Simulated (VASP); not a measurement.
An input for Quantum ESPRESSO's pw.x (written as the equivalent of a VASP run, and not itself run):

```
&CONTROL
  calculation = 'vc-relax'
  pseudo_dir = './pseudo'
  outdir = './out'
  tprnfor = .true.
  tstress = .true.
  nstep = 60
  forc_conv_thr = 0.00078
/
&SYSTEM
  ibrav = 0
  nat = 5
  ntyp = 3
  ecutwfc = 84
  occupations = 'smearing'
  smearing = 'gaussian'
  degauss = 0.003675
  input_dft = 'pbesol'
/
&ELECTRONS
  conv_thr = 7.3e-08
  electron_maxstep = 100
/
&IONS
/
&CELL
/
ATOMIC_SPECIES
  Ba 137.327 Ba.upf
  Ti 47.867 Ti.upf
  O 15.999 O.upf
CELL_PARAMETERS angstrom
     3.9553645    0.0000000    0.0000000
     0.0000000    2.8479843    2.8600176
     0.0000000   -2.8479843    2.8600176
ATOMIC_POSITIONS crystal
  Ba   0.0000000  0.0037729  0.0037729
  Ti   0.5000000  0.5191062  0.5191062
  O    0.5000000  0.9788768  0.4905992
  O    0.5000000  0.4905992  0.9788768
  O    0.0000000  0.4875349  0.4875349
K_POINTS automatic
  5 5 5 0 0 0
```

### Question
Write the VASP files for the same calculation (PBEsol).

### Answer
This is not unique; one that fits is 
**KPOINTS**
```
K-points
0
G
  5 5 5
0 0 0
```

**POSCAR**
```
BaTiO3
1
    3.9553645232     0.0000000000     0.0000000000
    0.0000000000     2.8479842581     2.8600176337
    0.0000000000    -2.8479842581     2.8600176337
Ba Ti O
1 1 3
Direct
  0.0000000000   0.0037729021   0.0037729021
  0.5000000000   0.5191061563   0.5191061563
  0.5000000000   0.9788768325   0.4905991796
  0.5000000000   0.4905991796   0.9788768325
  0.0000000000   0.4875349296   0.4875349296
```

**INCAR**
```
GGA = PS   # PBEsol
LCHARG = .FALSE.
ISIF = 3   # ions, shape and volume
SIGMA = 0.05
ENCUT = 520   # plane-wave cut-off (eV)
LREAL = .FALSE.
IBRION = 2   # conjugate gradients
ISMEAR = 0
LMAXMIX = 4
EDIFF = 1E-6
NSW = 60
LWAVE = .FALSE.
ALGO = Normal   # blocked Davidson
SYSTEM = BaTiO3
LASPH = .TRUE.   # aspherical one-centre terms
PREC = Accurate
NELM = 100   # most electronic steps
EDIFFG = -0.02
```

POTCAR, in this order: Ba_sv Ti_sv O (PBE.64 set). Program: vasp_std.

What does not carry over: the potentials are each code's own (VASP's PAW set, PseudoDojo norm-conserving files in pw.x), so ENCUT and ecutwfc are chosen apart and not converted; conv_thr bounds pw.x's estimated SCF error, while EDIFF bounds the energy change between steps; forc_conv_thr acts on force components and is met together with etot_conv_thr.

The structure comes from a computed database's BaTiO3 entry (Amm2); how it stands against other phases isn't given here. This run relaxes it. Symmetry was kept, so distortions that lower it aren't found. The start is the result of an earlier pass.
